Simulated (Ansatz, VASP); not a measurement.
## Two plane-wave programs on Sn4Se3S

```
Sn Se S
1.0
     4.40653    0.00000    0.00000
     0.04383    6.52941    0.00000
     0.01217    3.18445    7.82143
Sn Se S
4 3 1
Direct
  0.02368 0.98647 0.92903
  0.54960 0.50673 0.83084
  0.03238 0.99135 0.42799
  0.55346 0.50441 0.31688
  0.45928 0.95864 0.68953
  0.96753 0.54023 0.56160
  0.45898 0.95608 0.18818
  0.95510 0.55610 0.05594
```

Change from the starting cell: the structure that the rattled cell fell into.

Alike in both runs: task single point; functional PBE; k mesh 4 × 4 × 2; occupations gaussian, width 0.1 eV; no spin polarisation.

```csv
,VASP,Ansatz
version,VASP 6.6.1,Ansatz 0.2.0
potentials or method,"VASP PAW PBE potentials, release 64 (Sn_d, Se, S)","scalar-relativistic, plane waves, PAW"
plane-wave cutoff (eV),520,420
valence electrons in the cell,80,110
```

Ansatz gave:

| Item | Value |
| --- | --- |
| gap on the k mesh at the Fermi level (eV) | 0.79 |
| least direct gap on the mesh (eV) | 1.00 |
| pressure (GPa) | -0.1 |
| largest component of the traceless stress (GPa) | 0.28 |
| rms of the force components (eV/Å) | 0.021 |

Task: What did VASP give for the same quantities?

Result: gap on the k mesh at the Fermi level (eV): 0.79; least direct gap on the mesh (eV): 0.99; pressure (GPa): -0.1; largest component of the traceless stress (GPa): 0.27; rms of the force components (eV/Å): 0.026.

Atom by atom the forces differ by 0.007 eV/Å (rms over components). The two sets of potentials don't hold the same shells in valence.

Caveats: spin-orbit coupling is left out, which moves the levels of the heavy elements. A k mesh can miss the band edges.
